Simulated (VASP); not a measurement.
Output of a VASP run:

OSZICAR:
```
       N       E                     dE             d eps       ncg     rms          rms(c)
DAV:   1     0.230402324836E+03    0.23040E+03   -0.15778E+04  3116   0.327E+03
DAV:   2     0.143105366768E+02   -0.21609E+03   -0.21207E+03  2870   0.620E+02
DAV:   3    -0.192385474450E+02   -0.33549E+02   -0.33153E+02  3458   0.154E+02
DAV:   4    -0.203478830706E+02   -0.11093E+01   -0.11050E+01  3280   0.319E+01
DAV:   5    -0.203737454009E+02   -0.25862E-01   -0.25833E-01  3494   0.520E+00    0.452E+00
DAV:   6    -0.202963424932E+02    0.77403E-01   -0.65652E-02  3886   0.381E+00    0.255E+00
DAV:   7    -0.202609799221E+02    0.35363E-01   -0.40002E-02  3776   0.241E+00    0.210E-01
DAV:   8    -0.202603794809E+02    0.60044E-03   -0.56183E-03  3584   0.119E+00    0.103E-01
DAV:   9    -0.202603710780E+02    0.84029E-05   -0.22830E-04  3340   0.132E-01    0.326E-02
DAV:  10    -0.202603561078E+02    0.14970E-04   -0.21951E-05  3836   0.629E-02    0.101E-02
DAV:  11    -0.202603654693E+02   -0.93615E-05   -0.40639E-06  3798   0.307E-02    0.196E-03
DAV:  12    -0.202603636355E+02    0.18337E-05   -0.56044E-07  3284   0.132E-02    0.539E-04
DAV:  13    -0.202603626965E+02    0.93899E-06   -0.46148E-08  1834   0.215E-03    0.225E-04
DAV:  14    -0.202603625365E+02    0.16000E-06   -0.10169E-08  1642   0.148E-03    0.664E-05
DAV:  15    -0.202603625223E+02    0.14294E-07   -0.28708E-09  1666   0.757E-04
   1 F= -.20260363E+02 E0= -.20260363E+02  d E =0.000000E+00
```

### OUTCAR
```
------------------------ aborting loop because EDIFF is reached ----------------------------------------
  FORCE on cell =-STRESS in cart. coord.  units (eV):
  Direction    XX          YY          ZZ          XY          YZ          ZX
  --------------------------------------------------------------------------------------
  Total       -0.1999662     -0.1999662      0.3434380      0.0000000      0.0000000      0.0000000
  in kB       -4.5663690     -4.5663689      7.8426505      0.0000000      0.0000000      0.0000000
  external PRESSURE =      -0.4300292 kB  Pullay stress =       0.0000000 kB
  volume of cell :       70.16
      direct lattice vectors                 reciprocal lattice vectors
     3.743065295  0.000000000  0.000000000     0.267160715  0.154245312  0.000000000
    -1.871532647  3.241589603  0.000000000     0.000000000  0.308490624  0.000000000
     0.000000000  0.000000000  5.782434082     0.000000000  0.000000000  0.172937553
 POSITION                                       TOTAL-FORCE (eV/Angst)
 -----------------------------------------------------------------------------------
      0.00000      0.00000      0.00000        -0.000000      0.000000     -0.000000
      0.00000      0.00000      2.89122        -0.000000      0.000000     -0.000000
     -0.00000      2.16106      1.44561         0.000000      0.000000      0.000000
      1.87153      1.08053      4.33683        -0.000000     -0.000000      0.000000
 -----------------------------------------------------------------------------------
    total drift:                                0.000000     -0.000000      0.000000
  FREE ENERGIE OF THE ION-ELECTRON SYSTEM (eV)
  ---------------------------------------------------
  free  energy   TOTEN  =       -20.2603625223 eV

  energy  without entropy=      -20.2603625223  energy(sigma->0) =      -20.26036252

 total charge

# of ion       s       p       d       tot
------------------------------------------
    1        0.817   0.755   0.000   1.572
    2        0.817   0.755   0.000   1.572
    3        1.183   1.134  10.042  12.359
    4        1.183   1.134  10.042  12.359
--------------------------------------------------
tot          4.001   3.777  20.084  27.862
```
(Selected blocks of OUTCAR.)

### POSCAR
```
SiGe
1
    3.7430652945    -0.0000000000    -0.0000000000
   -1.8715326473     3.2415896030     0.0000000000
    0.0000000000     0.0000000000     5.7824340820
Si Ge
2 2
Direct
  0.0000000000   0.0000000000   0.0000000000
  0.0000000000   0.0000000000   0.5000000000
  0.3333330000   0.6666670000   0.2500000000
  0.6666670000   0.3333330000   0.7500000000
```

Reconstruct the remaining input files.

Several could match; the one computed here: the input of the run itself, PBEsol GGA, plane waves, VASP's PBE PAW potentials (set 64).

INCAR:
```
SYSTEM = SiGe
PREC = Accurate; ENCUT = 400; LREAL = .FALSE.
LASPH = .TRUE.
EDIFF = 1E-7; NELM = 100; ALGO = Normal
LMAXMIX = 4
ISMEAR = -5
GGA = PS
ISIF = 2
LWAVE = .FALSE.; LCHARG = .TRUE.; LORBIT = 11
NEDOS = 601
```

**KPOINTS**
```
Regular mesh
0
G
11 11 6
```

POTCAR, in this order: Si Ge_d (PBE.64 set). Program: vasp_std.

For a metal the tetrahedron method with Blöchl corrections gives inexact stress and forces.

The structure was generated: SiGe was put into the NiAs type type (P6_3/mmc), which need not be its known phase. It was relaxed first, which changed the volume by +17 %.
